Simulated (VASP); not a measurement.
Given:

```
SrVO3
1.0
    3.86375     0.00000     0.00000
    0.00000     3.86375     0.00000
    0.00000     0.00000     3.86375
Sr V O
1 1 3
Direct
  0.00000   0.00000   0.00000
  0.50000   0.50000   0.50000
  0.50000   0.00000   0.50000
  0.00000   0.50000   0.50000
  0.50000   0.50000   0.00000
```

Level of theory: PBE GGA, VASP's PBE PAW potentials (set 64) (plane waves; VASP 6.6.1). Run with 620 eV cut-off, 8×8×8 Γ-centred mesh, first-order Methfessel-Paxton smearing of 0.10 eV, potentials Sr_sv V_sv O.

Energy and stress use the plane-wave basis of the starting cell.

### Question
The ions, cell shape and volume at an external pressure of 5.0 GPa are relaxed. Which structure does the run end with?

### Answer

```
SrVO3
1.0
    3.82867     0.00000     0.00000
    0.00000     3.82867     0.00000
    0.00000     0.00000     3.82867
Sr V O
1 1 3
Cartesian
  0.00000   0.00000   0.00000
  1.91434   1.91434   1.91434
  1.91434   0.00000   1.91434
  0.00000   1.91434   1.91434
  1.91434   1.91434   0.00000
```
Space group Pm-3m (221), at a tolerance of 0.03 Å.

### Question
How do energy and volume change from the first to the last step?

### Answer
The energy (σ→0) changes by +4.5 meV/atom and the volume by -2.7 %, in 3 ionic steps.

The compound is SrVO3 in the cubic perovskite structure. This run relaxes it under an external pressure of 5 GPa. Symmetry was kept, so distortions that lower it aren't found. The run is not spin-polarised, so no magnetic state was tried. The electron count is odd and the run is not spin-polarised, which forces a metal.
